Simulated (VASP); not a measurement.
An input for Ansatz (written as the equivalent of a VASP run, and not itself run):

Ansatz 0.2 input:
```yaml
crystal:
  lattice:
    - [3.5700000, 0.0000000, 0.0000000]
    - [0.0000000, 3.5700000, 0.0000000]
    - [0.0000000, 0.0000000, 3.5700000]
  atoms:
    - { symbol: Al, position: [0.0000000, 0.0000000, 0.0000000] }
    - { symbol: Ni, position: [0.0000000, 0.5000000, 0.5000000], spin: 0.5 }
    - { symbol: Ni, position: [0.5000000, 0.0000000, 0.5000000], spin: 0.5 }
    - { symbol: Ni, position: [0.5000000, 0.5000000, 0.0000000], spin: 0.5 }
kpoints:
  mp_grid: { grid: [8, 8, 8] }
hamiltonian:
  xc: pbe
  pseudopotentials: { kind: paw }
  hubbard:
    sites:
      - { species: Ni, l: d, u_eff: 5 }
magnetization: { spin_polarized: true }
scf:
  occupations: { method: methfessel_paxton, width: 0.1 }
  max_iter: 100
output: { forces: true, stress: true, eigenvalues: true }
```

Translate this input to VASP (INCAR, KPOINTS, POSCAR, choice of POTCAR).

Several could match; the one computed here: 
File POSCAR:
```
Ni3Al
1
    3.5700000000     0.0000000000     0.0000000000
    0.0000000000     3.5700000000     0.0000000000
    0.0000000000     0.0000000000     3.5700000000
Al Ni
1 3
Direct
  0.0000000000   0.0000000000   0.0000000000
  0.0000000000   0.5000000000   0.5000000000
  0.5000000000   0.0000000000   0.5000000000
  0.5000000000   0.5000000000   0.0000000000
```

**INCAR**
```
# general
SYSTEM     =  Ni3Al
PREC       =  Accurate
ENCUT      =  400
LREAL      =  .FALSE.
LASPH      =  .TRUE.

# electronic loop
EDIFF      =  1E-6
NELM       =  100
ALGO       =  Normal
LMAXMIX    =  4

# smearing
ISMEAR     =  1
SIGMA      =  0.1

# functional
GGA        =  PE

# spin
ISPIN      =  2
MAGMOM     =  0.0 0.5 0.5 0.5

# DFT+U
LDAU       =  .TRUE.
LDAUTYPE   =  2
LDAUL      =  -1 2
LDAUU      =  0 5.0
LDAUJ      =  0 0
LDAUPRINT  =  1

# ions
ISIF       =  2

# output
LWAVE      =  .FALSE.
LCHARG     =  .FALSE.
LORBIT     =  10
```

KPOINTS:
```
K-points
0
G
 8 8 8
```

POTCAR, in this order: Al Ni (PBE.64 set). Program: vasp_std.

What does not carry over: each code has its own PAW files, so the cut-off isn't converted (ENCUT is set for VASP's; basis.ecutwfc is left out, and Ansatz then takes the one that its files recommend); Ansatz stops its SCF on the density residual and VASP on the energy change (EDIFF); the +U projectors differ, so the same U acts differently.

The compound is Ni3Al in the L1_2 structure. The cell was not relaxed at this level. The run is one of a series of settings (LDAU = .TRUE., LDAUJ = 0 0, LDAUL = -1 2, LDAUTYPE = 2, LDAUU = 0 5.0 against the base run), some of them coarse on purpose.
